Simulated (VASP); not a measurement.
Runs of VASP 6.6.1 on CaSc. The cell holds a sheet with vacuum, 2 atoms: a = 6.537 Å, b = 3.205 Å, c = 23.800 Å, α = 90.00°, β = 90.00°, γ = 90.00°. The cell was built by a generator and needn't be a form met in nature.

```csv
task,level,potentials or basis,smearing,dipole correction,gap on the mesh (eV),work function (eV)
work function,PBE,"VASP PAW PBE potentials, release 64 (Ca_sv, Sc_sv)",gaussian 0.05 eV,yes,none,(b)
work function,BLYP,"VASP PAW PBE potentials, release 64 (Ca_sv, Sc_sv)",fermi-dirac 0.05 eV,yes,none,2.78
single point,PBE,"VASP PAW PBE potentials, release 64 (Ca_sv, Sc_sv)",fermi-dirac 0.05 eV,yes,none,-
work function,RPBE,"VASP PAW PBE potentials, release 64 (Ca_sv, Sc_sv)",fermi-dirac 0.05 eV,yes,none,3.14
work function,PBEsol,"VASP PAW PBE potentials, release 64 (Ca_sv, Sc_sv)",fermi-dirac 0.05 eV,yes,none,3.27
core levels,BEEF-vdW,"VASP PAW PBE potentials, release 64 (Ca_sv, Sc_sv)",fermi-dirac 0.05 eV,-,none,-
work function,PBE,"VASP PAW PBE potentials, release 64 (Ca_sv, Sc_sv)",fermi-dirac 0.05 eV,yes,none,(a)
work function,LDA,"VASP PAW LDA potentials, release 64 (Ca_sv, Sc_sv)",fermi-dirac 0.05 eV,yes,none,3.33
work function,revPBE,"VASP PAW PBE potentials, release 64 (Ca_sv, Sc_sv)",fermi-dirac 0.05 eV,yes,none,3.14
work function,PW91,"VASP PAW PBE potentials, release 64 (Ca_sv, Sc_sv)",fermi-dirac 0.05 eV,yes,none,3.23
```

Alike in all rows: no spin polarisation; cell as given; k mesh 4 × 8 × 1; cutoff (eV) 520.

Task: Estimate the missing entries.

Result: (a) 3.22; (b) 3.20.

A k mesh can miss the band edges.

A gap of «none» marks a metal or a gap under the smearing width.

Not every run made on this cell is shown here.
